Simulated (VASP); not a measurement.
A run of VASP 6.6.1 is set up as follows.

Contents of INCAR:

```
SYSTEM = MgB2
PREC = Accurate
ENCUT = 600
EDIFF = 1E-6
ISMEAR = 1
SIGMA = 0.1
LREAL = .FALSE.
LASPH = .TRUE.
NELM = 80
ALGO = Normal
ISIF = 3
LWAVE = .FALSE.
LCHARG = .FALSE.
GGA = PS
IBRION = 2
NSW = 90
EDIFFG = -0.01
```

Contents of KPOINTS:

```
regular mesh
0
G
  15 15 10
  0 0 0
```

The input POSCAR:

```
MgB2
1.0
    3.0850000000      0.0000000000      0.0000000000
   -1.5425000000      2.6716883707      0.0000000000
    0.0000000000      0.0000000000      3.5230000000
Mg B
1 2
Direct
    0.0000000000      0.0000000000      0.0000000000
    0.3333333333      0.6666666667      0.5000000000
    0.6666666667      0.3333333333      0.5000000000
```

Potentials or basis: VASP PAW PBE potentials, release 64 (Mg, B).

Run with:

```sh
$ cat potpaw_PBE.64/Mg/POTCAR potpaw_PBE.64/B/POTCAR > POTCAR
$ mpirun -np 1 vasp_std > vasp.out
```

Predict the space group after relaxing (to 0.05 Å).

P6/mmm (No. 191).

Predict the relaxed volume.

9.49 Å³/atom.

Final structure:
```
Mg B
1.0
     3.06115    0.00000    0.00000
    -1.53058    2.65103    0.00000
     0.00000    0.00000    3.50711
Mg B
1 2
Cartesian
  1.5306 2.6510 3.5071
  0.0000 1.7674 1.7536
  1.5306 0.8837 1.7536
```

Caveat: the PAW data sets were made with another functional, which shifts forces and pressure a little.
